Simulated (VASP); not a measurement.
Output of a VASP run:

OUTCAR:
```
 ion  position               nearest neighbor table
   1  0.000  0.000  0.000-   2 1.95   2 1.95   2 1.95   2 1.95
   2  0.250  0.250  0.250-   1 1.95   1 1.95   1 1.95   1 1.95
  LATTYP: Found a face centered cubic cell.
 ALAT       =     4.5041785636
 Subroutine PRICEL returns:
 Original cell was already a primitive cell.
 Subroutine GETGRP returns: Found 24 space group operations
The static configuration has the point symmetry T_d .
The dynamic configuration has the point symmetry T_d .
 Subroutine INISYM returns: Found 24 space group operations
 Subroutine IBZKPT returns following result:
 Found     47 irreducible k-points:

 Following reciprocal coordinates:
            Coordinates               Weight
  0.000000  0.000000  0.000000      1.000000
  0.100000  0.000000  0.000000      8.000000
  0.200000  0.000000  0.000000      8.000000
  0.300000  0.000000  0.000000      8.000000
  0.400000  0.000000  0.000000      8.000000
  0.500000  0.000000  0.000000      4.000000
  0.100000  0.100000  0.000000      6.000000
  0.200000  0.100000  0.000000     24.000000
  0.300000  0.100000  0.000000     24.000000
  0.400000  0.100000  0.000000     24.000000
  0.500000  0.100000  0.000000     24.000000
 -0.400000  0.100000  0.000000     24.000000
 -0.300000  0.100000  0.000000     24.000000
 -0.200000  0.100000  0.000000     24.000000
 -0.100000  0.100000  0.000000     12.000000
  0.200000  0.200000  0.000000      6.000000
  0.300000  0.200000  0.000000     24.000000
  0.400000  0.200000  0.000000     24.000000
  0.500000  0.200000  0.000000     24.000000
 -0.400000  0.200000  0.000000     24.000000
 -0.300000  0.200000  0.000000     24.000000
 -0.200000  0.200000  0.000000     12.000000
  0.300000  0.300000  0.000000      6.000000
  0.400000  0.300000  0.000000     24.000000
  0.500000  0.300000  0.000000     24.000000
 -0.400000  0.300000  0.000000     24.000000
 -0.300000  0.300000  0.000000     12.000000
  0.400000  0.400000  0.000000      6.000000
  0.500000  0.400000  0.000000     24.000000
 -0.400000  0.400000  0.000000     12.000000
  0.500000  0.500000  0.000000      3.000000
  0.300000  0.200000  0.100000     24.000000
  0.400000  0.200000  0.100000     48.000000
  0.500000  0.200000  0.100000     48.000000
 -0.400000  0.200000  0.100000     24.000000
  0.400000  0.300000  0.100000     24.000000
  0.500000  0.300000  0.100000     48.000000
 -0.400000  0.300000  0.100000     48.000000
 -0.300000  0.300000  0.100000     48.000000
 -0.200000  0.300000  0.100000     24.000000
   k-points           NKPTS =     47   k-points in BZ     NKDIM =     47   number of bands    NBANDS=     13
   number of dos      NEDOS =    301   number of ions     NIONS =      2
   total plane-waves  NPLWV =  13824
   dimension x,y,z NGX =    24 NGY =   24 NGZ =   24
   dimension x,y,z NGXF=    48 NGYF=   48 NGZF=   48
   ions per type =               1   1
   PREC   = accura    normal or accurate (medium, high low for compatibility)
   ISTART =      0    job   : 0-new  1-cont  2-samecut
   ICHARG =      2    charge: 1-file 2-atom 10-const
   ISPIN  =      1    spin polarized calculation?
   LNONCOLLINEAR =      F non collinear calculations
   LSORBIT =      F    spin-orbit coupling
   INIWAV =      1    electr: 0-lowe 1-rand  2-diag
   ENCUT  =  520.0 eV  38.22 Ry    6.18 a.u.   5.92  5.92  5.92*2*pi/ulx,y,z
   NELM   =    100;   NELMIN=  2; NELMDL= -5     # of ELM steps
   EDIFF  = 0.1E-06   stopping-criterion for ELM
   LREAL  =      F    real-space projection
   NLSPLINE    = F    spline interpolate recip. space projectors
   LMAXMIX     =    4 max onsite mixed and CHGCAR
   VOSKOWN=      0    Vosko Wilk Nusair interpolation
   EDIFFG = 0.1E-05   stopping-criterion for IOM
   NSW    =      0    number of steps for IOM
   NBLOCK =      1;   KBLOCK =      1    inner block; outer block
   IBRION =     -1    ionic relax: 0-MD 1-quasi-New 2-CG
...
```

### OSZICAR
```
       N       E                     dE             d eps       ncg     rms          rms(c)
DAV:   1     0.819411738825E+02    0.81941E+02   -0.98585E+03  1323   0.245E+03
DAV:   2    -0.772036776483E+01   -0.89662E+02   -0.83568E+02  1417   0.337E+02
DAV:   3    -0.140376642057E+02   -0.63173E+01   -0.62797E+01  1372   0.838E+01
DAV:   4    -0.141440597591E+02   -0.10640E+00   -0.10634E+00  1499   0.116E+01
DAV:   5    -0.141453571848E+02   -0.12974E-02   -0.12974E-02  1332   0.115E+00    0.773E+00
DAV:   6    -0.121382983112E+02    0.20071E+01   -0.60014E+00  1863   0.489E+01    0.267E+00
DAV:   7    -0.121506216227E+02   -0.12323E-01   -0.35964E-01  1227   0.807E+00    0.178E+00
DAV:   8    -0.121467348416E+02    0.38868E-02   -0.68810E-02  1398   0.444E+00    0.800E-01
DAV:   9    -0.121415154727E+02    0.52194E-02   -0.22103E-02  1840   0.379E+00    0.189E-01
DAV:  10    -0.121418418972E+02   -0.32642E-03   -0.19609E-03  1433   0.747E-01    0.778E-02
DAV:  11    -0.121417525114E+02    0.89386E-04   -0.38155E-04  1833   0.364E-01    0.140E-02
DAV:  12    -0.121417586352E+02   -0.61238E-05   -0.33486E-05  1307   0.799E-02    0.953E-03
DAV:  13    -0.121417584316E+02    0.20350E-06   -0.19076E-06  1442   0.133E-02    0.259E-03
DAV:  14    -0.121417583837E+02    0.47935E-07   -0.10966E-07   942   0.327E-03
   1 F= -.12141758E+02 E0= -.12141758E+02  d E =-.487376E-13
```

**OUTCAR**
```
------------------------ aborting loop because EDIFF is reached ----------------------------------------
  FORCE on cell =-STRESS in cart. coord.  units (eV):
  Direction    XX          YY          ZZ          XY          YZ          ZX
  --------------------------------------------------------------------------------------
  Total        0.7744312      0.7744312      0.7744312      0.0000000      0.0000000      0.0000000
  in kB       54.3133532     54.3133532     54.3133532      0.0000000      0.0000000      0.0000000
  external PRESSURE =      54.3133532 kB  Pullay stress =       0.0000000 kB
  volume of cell :       22.84
      direct lattice vectors                 reciprocal lattice vectors
     0.000000000  2.252089282  2.252089282    -0.222016065  0.222016065  0.222016065
     2.252089282  0.000000000  2.252089282     0.222016065 -0.222016065  0.222016065
     2.252089282  2.252089282  0.000000000     0.222016065  0.222016065 -0.222016065
  FREE ENERGIE OF THE ION-ELECTRON SYSTEM (eV)
  ---------------------------------------------------
  free  energy   TOTEN  =       -12.1417583837 eV

  energy  without entropy=      -12.1417583837  energy(sigma->0) =      -12.14175838
```
(Selected blocks of OUTCAR.)

POSCAR:
```
GaN
1
    0.0000000000     2.2520892818     2.2520892818
    2.2520892818     0.0000000000     2.2520892818
    2.2520892818     2.2520892818     0.0000000000
Ga N
1 1
Direct
  0.0000000000   0.0000000000   0.0000000000
  0.2500000000   0.2500000000   0.2500000000
```

Task: Reconstruct the remaining input files.

Result: This is not unique; one that fits is the input of the run itself, PBE GGA, plane waves, VASP's PBE PAW potentials (set 64).

**INCAR**
```
ISIF = 2   ! forces and stress, cell fixed
ISMEAR = 0
LREAL = .False.
LCHARG = .False.
ENCUT = 520
LASPH = .True.   ! aspherical one-centre terms
ALGO = Normal
EDIFF = 1E-7
GGA = PE   ! PBE
NELM = 100   ! most electronic steps
PREC = Accurate
SIGMA = 0.05
SYSTEM = GaN
LWAVE = .False.
LMAXMIX = 4   ! l cut-off of mixed one-centre charges
```

**KPOINTS**
```
Automatic mesh
0
gamma
 10 10 10
```

POTCAR, in this order: Ga_d N (PBE.64 set). Program: vasp_std.

The compound is GaN in the zinc blende structure, a metastable form; wurtzite is the usual one. This cell is one point of a volume scan, at 0.97 of the reference volume.
